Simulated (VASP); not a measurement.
PdS (sg84): the band gap from VASP (plane waves, PAW) at several levels of theory. Gaps are without spin-orbit coupling. Each level names its cell: its own relaxed one, PBE's, or the starting one. A gap is the smallest over the k-mesh and a band path; hybrids may have named points in place of the path, and GW has the mesh alone.

```json
[
 {"level": "LDA (own cell)", "band gap (eV)": "0.03"},
 {"level": "PBEsol (own cell)", "band gap (eV)": "0 (metallic)"}
]
```

The cell of the LDA (own cell) run:

```
CELL_PARAMETERS angstrom
      6.35097     0.00000     0.00000
      0.00000     6.35097     0.00000
      0.00000     0.00000     6.52427
ATOMIC_POSITIONS crystal
  Pd 0.00000 0.50000 0.00000
  Pd 0.50000 0.00000 0.50000
  Pd 0.00000 0.00000 0.25000
  Pd 0.00000 0.00000 0.75000
  Pd 0.47126 0.25821 0.00000
  Pd 0.52874 0.74179 0.00000
  Pd 0.74179 0.47126 0.50000
  Pd 0.25821 0.52874 0.50000
  S  0.19451 0.30670 0.22815
  S  0.80549 0.69330 0.22815
  S  0.69330 0.19451 0.72815
  S  0.30670 0.80549 0.72815
  S  0.80549 0.69330 0.77185
  S  0.19451 0.30670 0.77185
  S  0.30670 0.80549 0.27185
  S  0.69330 0.19451 0.27185
```

Only levels that ran to the end are used. Left out are those held back, those with too coarse a band path, GW runs whose mesh misses a band edge, hybrids' fits of cells that aren't cubic and levels without matching references; a question may draw on a part of the rest.

The compound is PdS in the sg84 structure.
